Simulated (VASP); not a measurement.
Output of a VASP run:

**OSZICAR**
```
       N       E                     dE             d eps       ncg     rms          rms(c)
DAV:   1    -0.665380610648E+03   -0.66538E+03   -0.87630E+00   632   0.803E+00    0.406E+00
DAV:   2    -0.665409894607E+03   -0.29284E-01   -0.18965E-01   724   0.109E+00    0.244E+00
DAV:   3    -0.665395672556E+03    0.14222E-01   -0.57404E-02   712   0.584E-01    0.132E+00
DAV:   4    -0.665392741848E+03    0.29307E-02   -0.11474E-02   716   0.232E-01    0.731E-01
DAV:   5    -0.665391416558E+03    0.13253E-02   -0.31248E-03   720   0.131E-01    0.397E-01
DAV:   6    -0.665391172964E+03    0.24359E-03   -0.13150E-03   708   0.782E-02    0.205E-01
DAV:   7    -0.665391099541E+03    0.73422E-04   -0.28753E-04   720   0.330E-02    0.114E-01
DAV:   8    -0.665391081232E+03    0.18309E-04   -0.12069E-04   604   0.207E-02    0.616E-02
DAV:   9    -0.665391079674E+03    0.15584E-05   -0.42435E-05   468   0.121E-02
   1 F= -.66539108E+03 E0= -.66539108E+03  d E =-.924464E-11  mag=     1.0000
```

### OUTCAR
```
------------------------ aborting loop because EDIFF is reached ----------------------------------------
  volume of cell :      365.00
      direct lattice vectors                 reciprocal lattice vectors
     7.146555159  0.000000000  0.000000000     0.139927556  0.000000000  0.000000000
     0.000000000  7.146555159  0.000000000     0.000000000  0.139927556  0.000000000
     0.000000000  0.000000000  7.146555159     0.000000000  0.000000000  0.139927556
 POSITION                                       TOTAL-FORCE (eV/Angst)
 -----------------------------------------------------------------------------------
      3.57337      7.14252      7.13694        -0.003042      0.003100      0.036122
      4.47496      0.88318      0.88588        -0.045310      0.040105      0.003415
      5.35833      1.78420      7.13811         0.037388     -0.034376      0.006293
      6.25923      2.66761      0.88588        -0.026656      0.041025      0.005997
      5.36007      7.13829      1.78319         0.037292     -0.029778      0.001770
      6.26560      0.87684      2.67481        -0.043351      0.052616      0.002993
      0.00004      7.14252      7.14290        -0.002511      0.002023      0.028735
      0.89537      0.89141      0.89390        -0.009320     -0.002124     -0.032769
      1.78946      1.78534      7.14544        -0.016653     -0.029365      0.051371
      2.68730      2.68371      0.89782        -0.001247     -0.001089      0.003331
      3.57324      3.56921      7.14203         0.002570      0.005457      0.027825
      4.45891      4.45522      0.89804         0.000044     -0.001740     -0.006021
      5.35743      5.35325      7.14542         0.015731      0.015136      0.054720
      6.25100      6.24742      0.89389         0.017160      0.007052     -0.029134
      1.78611      0.00100      1.78283        -0.024908      0.014096      0.003120
      2.68614      0.89202      2.67963         0.012972      0.002408     -0.025711
      3.57411      1.79351      1.79487        -0.012496     -0.120363     -0.102563
      4.55763      2.58588      2.60933         0.014361     -0.034939     -0.002652
      5.34954      3.56869      1.79463         0.122015      0.017757     -0.099554
      6.25114      4.45663      2.67953        -0.008203     -0.014061     -0.025809
      3.57335      7.14283      3.56754        -0.003520     -0.002212      0.024643
      4.46462      0.89017      4.45578         0.001412      0.004723     -0.045188
      5.36233      1.78084      3.56076         0.117101     -0.124628      0.051843
      6.25314      2.67800      4.45611        -0.013061      0.000850     -0.045808
      5.35827      7.14458      5.35513         0.024093      0.018689      0.053000
      6.25226      0.89020      6.25276         0.005024      0.001256     -0.028916
      0.00013      3.56930      7.13739        -0.010308      0.003564      0.024057
      0.88704      4.47092      0.88553         0.034630     -0.042759      0.002043
      1.78813      5.35470      7.13749        -0.032126      0.027068      0.014940
      2.67183      6.25544      0.88546         0.042628     -0.025167      0.004114
      0.00443      1.78234      1.78309         0.021617     -0.035387      0.007836
      0.89546      2.68264      2.67962         0.006171      0.006778     -0.032699
      1.79614      3.57083      1.79362        -0.119660     -0.015231     -0.094578
      2.58826      4.55389      2.60771        -0.009288      0.014767     -0.000704
      3.57179      5.34616      1.79375         0.014257      0.124691     -0.095668
      4.45998      6.24707      2.67944        -0.005306     -0.002996     -0.022526
      7.14646      7.14276      3.56461         0.001630     -0.002758     -0.009884
      0.88706      0.88269      4.47850         0.017540      0.023113      0.000924
      1.80455      1.80092      3.55953        -0.038600     -0.037027     -0.057255
      2.60027      2.59650      4.54273        -0.108535     -0.140466      0.125760
      4.54715      4.54155      4.54275         0.117506      0.133388      0.117530
      5.34201      5.33803      3.55936         0.039346      0.033899     -0.052398
      6.25992      6.25562      4.47854        -0.023799     -0.015089     -0.003899
      1.78871      7.14043      5.35491        -0.026291     -0.022754      0.054928
      2.67018      0.88168      6.25964        -0.033788      0.038826     -0.049817
      3.57906      1.80016      5.33361         0.060135     -0.042933      0.061789
      4.46163      2.68123      6.24772        -0.012834      0.012321     -0.015461
      5.34316      3.56386      5.33384         0.045596     -0.080078      0.068499
      6.26089      4.47261      6.25994        -0.027896      0.029610     -0.053081
      7.14180      5.35653      1.78280        -0.016592      0.034647      0.007514
      0.88084      6.26200      2.67446         0.040058     -0.045817      0.008268
      7.14649      3.56934      3.56768         0.006931      0.006545      0.027551
      0.89411      4.46073      4.45568         0.004549     -0.002747     -0.051819
      1.78408      5.35858      3.55981        -0.123821      0.124946      0.065926
      2.68234      6.24846      4.45532        -0.004936     -0.008348     -0.047104
      7.14471      1.78394      5.35540        -0.021918     -0.013264      0.051889
      0.88604      2.66555      6.26019         0.034493     -0.029447     -0.066157
      1.80403      3.57493      5.33345        -0.043678      0.080022      0.064344
      2.68525      4.45742      6.24734         0.012156     -0.013009     -0.015477
      3.56789      5.33793      5.33282        -0.074323      0.051575      0.076365
      4.47714      6.25634      6.25975         0.024942     -0.029660     -0.061638
      0.00231      5.35418      5.35516         0.014585      0.024422      0.052436
...
```
(Selected blocks of OUTCAR.)

POSCAR:
```
C63
1
    7.1465551590     0.0000000000     0.0000000000
    0.0000000000     7.1465551590     0.0000000000
    0.0000000000     0.0000000000     7.1465551590
C
63
Direct
  0.5000133252   0.9994348149   0.9986539898
  0.6261699202   0.1235811552   0.1239593001
  0.7497774394   0.2496592059   0.9988176417
  0.8758394067   0.3732727314   0.1239583680
  0.7500212343   0.9988433954   0.2495178891
  0.8767307338   0.1226939824   0.3742797515
  0.0000062176   0.9994351248   0.9994884084
  0.1252871455   0.1247333389   0.1250816139
  0.2503943875   0.2498177202   0.9998433406
  0.3760277490   0.3755249854   0.1256304054
  0.4999951770   0.4994308612   0.9993663134
  0.6239249744   0.6234082593   0.1256610326
  0.7496514316   0.7490667431   0.9998417771
  0.8746877104   0.8741865091   0.1250793661
  0.2499264415   0.0001394644   0.2494667225
  0.3758649822   0.1248178799   0.3749537822
  0.5001170594   0.2509609499   0.2511522623
  0.6377382110   0.3618360839   0.3651169705
  0.7485476798   0.4993576237   0.2511187953
  0.8747069370   0.6236054650   0.3749406340
  0.5000097957   0.9994781062   0.4991974588
  0.6247233855   0.1245587733   0.6234862130
  0.7503379232   0.2491881985   0.4982485347
  0.8749862300   0.3747258579   0.6235326217
  0.7497696680   0.9997237077   0.7493308166
  0.8748639415   0.1245630407   0.8749331788
  0.0000182343   0.4994430101   0.9987182048
  0.1241218310   0.6256049701   0.1239102702
  0.2502090792   0.7492705943   0.9987308359
  0.3738629346   0.8753088694   0.1239005194
  0.0006194170   0.2493982512   0.2495031386
  0.1252995191   0.3753757666   0.3749522042
  0.2513294787   0.4996580865   0.2509771847
  0.3621689366   0.6372151306   0.3648904407
  0.4997919322   0.7480752442   0.2509947848
  0.6240734312   0.8741366173   0.3749268576
  0.9999868022   0.9994696365   0.4987871421
  0.1241240700   0.1235122509   0.6266652827
  0.2525068324   0.2519989362   0.4980762705
  0.3638498900   0.3633213261   0.6356532717
  0.6362711526   0.6354884344   0.6356552577
  0.7474939606   0.7469373990   0.4980527438
  0.8759355290   0.8753329605   0.6266711863
  0.2502895196   0.9991424866   0.7492989570
  0.3736324235   0.1233713412   0.8758964179
  0.5008085799   0.2518926169   0.7463188041
  0.6243053413   0.3751775440   0.8742282369
  0.7476556978   0.4986822627   0.7463513378
  0.8760714408   0.6258414503   0.8759382882
  0.9993342164   0.7495264220   0.2494629479
  0.1232536778   0.8762258809   0.3742307011
  0.9999908303   0.4994484401   0.4992165390
  0.1251106452   0.6241793965   0.6234731116
  0.2496413544   0.7498127466   0.4981153205
  0.3753331633   0.8743318400   0.6234216655
  0.9997418232   0.2496228000   0.7493686982
  0.1239808109   0.3729842313   0.8759727516
  0.2524339155   0.5002318169   0.7462966049
  0.3757406291   0.6237156997   0.8741752297
  0.4992467533   0.7469234110   0.7462089626
  0.6264756304   0.8754344679   0.8759113059
  0.0003233324   0.7491970823   0.7493349344
  0.1251620770   0.8743196011   0.8748564012
```

Problem. Reconstruct the remaining input files.

Solution. Several could match; the one computed here: the input of the run itself, HSE06 screened hybrid, plane waves, VASP's PBE PAW potentials (set 64).

INCAR:
```
SYSTEM=C63
PREC=Normal; ENCUT=400; LREAL=Auto
LASPH=.TRUE.; ISYM=0; NELECT=251.0
EDIFF=1E-5; NELM=50; NELMIN=4
ALGO=Normal
ISMEAR=0; SIGMA=0.05
GGA=PE; LHFCALC=.TRUE.; AEXX=0.25
HFSCREEN=0.2; PRECFOCK=Fast
ISPIN=2; MAGMOM=63*0.0159; NUPDOWN=1
ISIF=0
LWAVE=.FALSE.; LCHARG=.FALSE.; LORBIT=10
```

KPOINTS:
```
kpoints
0
G
 1 1 1
```

POTCAR, in this order: C (PBE.64 set). Program: vasp_gam. Read from the step before: WAVECAR.

The cell is charged, with a uniform compensating background. The supercell is sampled at Γ alone, which is coarse: total energies, pressure and levels can be off, energies of defects by several tenths of an eV.

The cell is a supercell with a defect, built from C (diamond): vac_C, charge +1. The cell's shape comes from a PBE relaxation.
